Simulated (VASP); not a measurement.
These are PBE GGA with spin-orbit coupling, VASP's PBE PAW potentials (set 64) (plane waves; VASP) values and carry that method's errors.

VASP ran on this input.

INCAR:
```
! general
SYSTEM        = InW
PREC          = Accurate
ENCUT         = 300
LREAL         = .FALSE.   ! projection in real space or not
LASPH         = .TRUE.   ! aspherical one-centre terms

! electronic loop
EDIFF         = 1E-6   ! SCF stop (eV)
NELM          = 100   ! most electronic steps
ALGO          = Normal   ! blocked Davidson
LMAXMIX       = 6

! smearing
ISMEAR        = -1   ! Fermi-Dirac
SIGMA         = 0.136

! functional
GGA           = PE   ! PBE
GGA_COMPAT    = .FALSE.

! spin
MAGMOM        = 0.0 0.0 0.0 0.0 0.0 0.0
LSORBIT       = .TRUE.
LNONCOLLINEAR = .TRUE.

! ions
ISIF          = 2   ! forces and stress, cell fixed

! output
LWAVE         = .FALSE.
LCHARG        = .FALSE.
LORBIT        = 11
```

**POSCAR**
```
InW
3.4860780
  1.0000000000   0.0000000000   0.0000000000
  0.0000000000   1.0000000000   0.0000000000
  0.0000000000   0.0000000000   1.0000000000
In W
1 1
Direct
  0.0000000000   0.0000000000   0.0000000000
  0.5000000000   0.5000000000   0.5000000000
```

KPOINTS:
```
K-points
0
Gamma
  8 8 8
0 0 0
```

POTCAR, in this order: In_d W_sv (PBE.64 set). Program: vasp_ncl.

At this cut-off the stress carries a Pulay error, which pulls relaxed volumes low.

### Question
Estimate the energy per atom (σ→0), pressure, band gap (on the k-mesh).

### Answer

```
Property                                                    Result
------------------------  ----------------------------------------
energy per atom (σ→0)                               -7.075 eV/atom
band gap (on the k-mesh)  none (metal, semimetal or under 0.01 eV)
pressure                                                -16.24 GPa
```

**OSZICAR**
```
...
DAV:   6    -0.142741799585E+02    0.77212E+00   -0.30537E+00  2748   0.129E+01    0.271E+00
DAV:   7    -0.142346719989E+02    0.39508E-01   -0.16740E-01  3082   0.514E+00    0.161E+00
DAV:   8    -0.142232381106E+02    0.11434E-01   -0.23641E-02  3076   0.177E+00    0.831E-01
DAV:   9    -0.142219823769E+02    0.12557E-02   -0.13746E-03  3024   0.364E-01    0.236E-01
DAV:  10    -0.142217360338E+02    0.24634E-03   -0.94543E-04  2936   0.508E-01    0.552E-02
DAV:  11    -0.142217323488E+02    0.36850E-05   -0.85107E-05  3274   0.132E-01    0.342E-02
DAV:  12    -0.142217320116E+02    0.33718E-06   -0.56182E-06  2784   0.220E-02
   1 F= -.14221732E+02 E0= -.14150506E+02  d E =-.142452E+00  mag=    -0.0000    -0.0000     0.0000
```

The structure was generated: InW was put into an ordered model structure, which need not be its known phase. The cell was not relaxed at this level. The run is one of a series of settings (GGA_COMPAT = .FALSE., LNONCOLLINEAR = .TRUE., LSORBIT = .TRUE., MAGMOM = 0.0 0.0 0.0 0.0 0.0 0.0, program vasp_ncl against the base run), some of them coarse on purpose.
